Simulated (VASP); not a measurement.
An input for Ansatz (written as the equivalent of a VASP run, and not itself run):

Ansatz 0.2 input:
```yaml
crystal:
  lattice:
    - [-1.4587230, 1.4587230, 4.9385190]
    - [1.4587230, -1.4587230, 4.9385190]
    - [1.4587230, 1.4587230, -4.9385190]
  atoms:
    - { symbol: Ti, position: [0.7500000, 0.7500000, 0.0000000] }
    - { symbol: Ti, position: [0.5000000, 0.0000000, 0.5000000] }
    - { symbol: B, position: [0.1660000, 0.1660000, 0.0000000] }
    - { symbol: B, position: [0.9160000, 0.4160000, 0.5000000] }
kpoints:
  mp_grid: { grid: [9, 9, 9] }
hamiltonian:
  xc: pbe
  pseudopotentials: { kind: paw }
scf:
  occupations: { method: gaussian, width: 0.05 }
  max_iter: 100
output: { forces: true, stress: true, eigenvalues: true }
```

Q: Write the VASP files for the same calculation (PBE).

A: Several could match; the one computed here: 
INCAR:
```
! general
SYSTEM   =  TiB
PREC     =  Accurate
ENCUT    =  400   ! plane-wave cut-off (eV)
LREAL    =  .FALSE.
LASPH    =  .TRUE.

! electronic loop
EDIFF    =  1E-6   ! SCF stop (eV)
NELM     =  100
ALGO     =  Normal   ! blocked Davidson
LMAXMIX  =  4   ! l cut-off of mixed one-centre charges

! smearing
ISMEAR   =  0   ! Gaussian
SIGMA    =  0.05

! functional
GGA      =  PE

! ions
ISIF     =  2   ! forces and stress, cell fixed

! output
LWAVE    =  .FALSE.
LCHARG   =  .FALSE.
```

### POSCAR
```
TiB
9.8770380
 -0.1476883049   0.1476883049   0.5000000000
  0.1476883049  -0.1476883049   0.5000000000
  0.1476883049   0.1476883049  -0.5000000000
Ti B
2 2
Cartesian
  0.0000000000   0.0000000000   0.7500000000
  0.0000000000   0.1476883049   0.0000000000
 -0.0000000000   0.0000000000   0.1660000000
  0.0000000000   0.1476883049   0.4160000000
```

**KPOINTS**
```
Automatic mesh
0
Gamma
9 9 9
0 0 0
```

POTCAR, in this order: Ti_sv B (PBE.64 set). Program: vasp_std.

Limits of the translation: each code has its own PAW files, so the cut-off isn't converted (ENCUT is set for VASP's; basis.ecutwfc is left out, and Ansatz then takes the one that its files recommend); Ansatz stops its SCF on the density residual and VASP on the energy change (EDIFF).

The structure was generated: TiB was put into an ordered model structure, which need not be its known phase. The cell was not relaxed at this level. The k-mesh is coarse (spacing up to 0.34 per Å, 2π included), so the numbers may not be converged in it.
